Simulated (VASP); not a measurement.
TeRu: single point with r2SCAN+U

The system is TeRu.

```xyz
2
Lattice="0.0000 3.1139 3.1139 3.1139 0.0000 3.1139 3.1139 3.1139 0.0000" Properties=species:S:1:pos:R:3 pbc="T T T"
Ru    0.0000    0.0000    0.0000
Te    1.5570    1.5570    1.5570
```

The cell comes from a database or a generator and needn't be the stable form of this composition.

| Quantity | Value |
| --- | --- |
| Program | VASP 6.6.1 |
| Task | single point |
| Functional | r2SCAN |
| Potentials or basis | VASP PAW PBE potentials, release 64 (Ru_pv, Te) |
| Cutoff | 520 eV |
| k mesh | 5 × 5 × 5 |
| Occupations | gaussian, width 0.05 eV |
| Spin | collinear spin, random start |
| Starting moments | [-1.03, 0.0] μB |
| Hubbard terms | Ru d U = 6 eV |
| Further INCAR settings | ALGO = Normal; EDIFF = 1e-07 |

```yaml
Pressure: 2.7 GPa
Band_gap_on_the_k_mesh: none (metal or under the smearing width)
Net_moment: -2.00 μB per cell
Site_moments: Ru -2.25; Te +0.35 μB
Valence_electrons_inside_the_program's_atomic_spheres: Ru 12.50; Te 3.46
```

Levels at points of the mesh, in eV from the Fermi level:
Spin up:
| k point | band 6 | band 7 | band 8 | band 9 | band 10 | band 11 | band 12 | band 13 |
| --- | --- | --- | --- | --- | --- | --- | --- | --- |
| (0.00, 0.00, 0.00) | -2.35 | -2.30 | -2.30 | -2.30 | 3.22 | 5.75 | 5.75 | 5.75 |
Spin down:
```csv
k point,band 7,band 8,band 9,band 10,band 11,band 12,band 13,band 14
"(0.00, 0.00, 0.00)",-5.25,-3.17,-3.17,2.02,2.02,2.02,2.66,6.42
```

Eigenvalues of the final occupation matrices:
| site | spin | trace | eigenvalues |
| --- | --- | --- | --- |
| site 1 d | 1 | 1.97 | 0.09 0.09 0.09 0.85 0.85 |
| site 1 d | 2 | 4.18 | 0.83 0.83 0.83 0.85 0.85 |

Run time: 72 s on 1 thread of Intel(R) Xeon(R) 6975P-C (Granite Rapids), with other jobs on the host, peak memory 0.26 GiB.

Caveat: the PAW data sets were made with another functional, which shifts forces and pressure a little; the U is typed as a test and isn't derived for this compound. The state reached can hang on the start; a lower one may exist.
